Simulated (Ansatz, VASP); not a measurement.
**Ba2NaBeO6: VASP beside Ansatz**

```
CELL_PARAMETERS angstrom
0.00000 4.09604 4.09604
4.09604 0.00000 4.09604
4.09604 4.09604 0.00000
ATOMIC_POSITIONS crystal
Na 0.50000 0.50000 0.50000
Ba 0.25000 0.25000 0.25000
Ba 0.75000 0.75000 0.75000
Be 0.00000 0.00000 0.00000
O 0.77600 0.22400 0.22400
O 0.22400 0.77600 0.22400
O 0.22400 0.77600 0.77600
O 0.77600 0.22400 0.77600
O 0.22400 0.22400 0.77600
O 0.77600 0.77600 0.22400
```

The cell was built by a generator and needn't be a form met in nature.

Alike in both runs: task single point; functional PBE; k mesh 4 × 4 × 4; no spin polarisation.

```csv
,VASP,Ansatz
version,VASP 6.6.1,Ansatz 0.2.0
potentials or method,"VASP PAW PBE potentials, release 64 (Na_pv, Ba_sv, Be, O)",PAW plane waves
plane-wave cutoff (eV),520,420
occupations,"fermi-dirac, width 0.1 eV",fermi-dirac
valence electrons in the cell,65,67
```

```tsv
	VASP	Ansatz	Ansatz less VASP
gap on the k mesh at the Fermi level (eV)	none	none	-
pressure (GPa)	-0.8	-1.7	-0.94
rms of the force components (eV/Å)	0.251	0.243	-0.0079
```

Atom by atom the forces differ by 0.008 eV/Å (rms over components). A gap of «none» marks a metal or a gap that the smearing closes. The two sets of potentials don't hold the same shells in valence.

Caveats: an odd number of electrons without spin polarisation forces a metal; a magnetic or distorted state may lie lower. Spin-orbit coupling is left out, which matters for the levels of Ba.
